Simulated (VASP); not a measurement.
VASP runs on VSe2 (a trial cell in the 3R-MoS2 structure, space group R3m) share one base input (PBE GGA, plane waves, VASP's PBE PAW potentials (set 64)) and change the settings named in each case.

INCAR:
```
SYSTEM = VSe2
PREC = Accurate; ENCUT = 400; LREAL = .FALSE.
LASPH = .TRUE.
EDIFF = 1E-6; NELM = 100; ALGO = Normal
LMAXMIX = 4
ISMEAR = 0; SIGMA = 0.05
GGA = PE
MAGMOM = 2.0 2*0.0
ISPIN = 2
ISIF = 2
LWAVE = .FALSE.; LCHARG = .FALSE.; LORBIT = 10
```

KPOINTS:
```
Automatic mesh
0
Gamma
7 7 7
0 0 0
```

### POSCAR
```
VSe2
1
    1.5802940000     0.9123830000     6.1186630000
   -1.5802940000     0.9123830000     6.1186630000
    0.0000000000    -1.8247660000     6.1186630000
V Se
1 2
Direct
  0.0000000000   0.0000000000   0.0000000000
  0.7523000000   0.7523000000   0.7523000000
  0.5810000000   0.5810000000   0.5810000000
```

POTCAR, in this order: V_sv Se (PBE.64 set). Program: vasp_std.

```json
[
 {"change": "base run", "E(σ→0) (eV/atom)": "-5.9232", "pressure (GPa)": "14.06", "largest force (eV/Å)": "0.940", "moment (μB)": "0.50", "−TS (eV)": "-0.0011"},
 {"change": "ISPIN = 1, the spin start removed", "E(σ→0) (eV/atom)": "-5.9176", "pressure (GPa)": "13.63", "largest force (eV/Å)": "0.930", "moment (μB)": "-", "−TS (eV)": "-0.0075"},
 {"change": "MAGMOM = 0 0 0", "E(σ→0) (eV/atom)": "-5.9176", "pressure (GPa)": "13.63", "largest force (eV/Å)": "0.930", "moment (μB)": "0.00", "−TS (eV)": "-0.0075"},
 {"change": "MAGMOM = 0.4 0.0 0.0", "E(σ→0) (eV/atom)": "-5.9232", "pressure (GPa)": "14.05", "largest force (eV/Å)": "0.940", "moment (μB)": "0.50", "−TS (eV)": "-0.0011"},
 {"change": "MAGMOM = 4.0 0.0 0.0", "E(σ→0) (eV/atom)": "-5.9232", "pressure (GPa)": "14.08", "largest force (eV/Å)": "0.940", "moment (μB)": "0.50", "−TS (eV)": "-0.0011"},
 {"change": "NUPDOWN = 0", "E(σ→0) (eV/atom)": "-5.9176", "pressure (GPa)": "13.66", "largest force (eV/Å)": "0.930", "moment (μB)": "0.00", "−TS (eV)": "-0.0075"},
 {"change": "NUPDOWN = 1", "E(σ→0) (eV/atom)": "-5.9071", "pressure (GPa)": "15.69", "largest force (eV/Å)": "1.012", "moment (μB)": "1.00", "−TS (eV)": "-0.0009"},
 {"change": "NUPDOWN = 2", "E(σ→0) (eV/atom)": "-5.6168", "pressure (GPa)": "19.25", "largest force (eV/Å)": "1.706", "moment (μB)": "2.00", "−TS (eV)": "-0.0044"}
]
```

Left out are runs that ran out of time, are held back, or changed the cell or the kind of run, fixed moments of cells without a moment, rows past the twelfth, gaps on odd meshes, pressures of charged cells and columns that move by less than the noise.

The structure was generated: VSe2 was put into the 3R-MoS2 type (R3m), which need not be its known phase. The cell was not relaxed at this level, forces remain on its atoms.
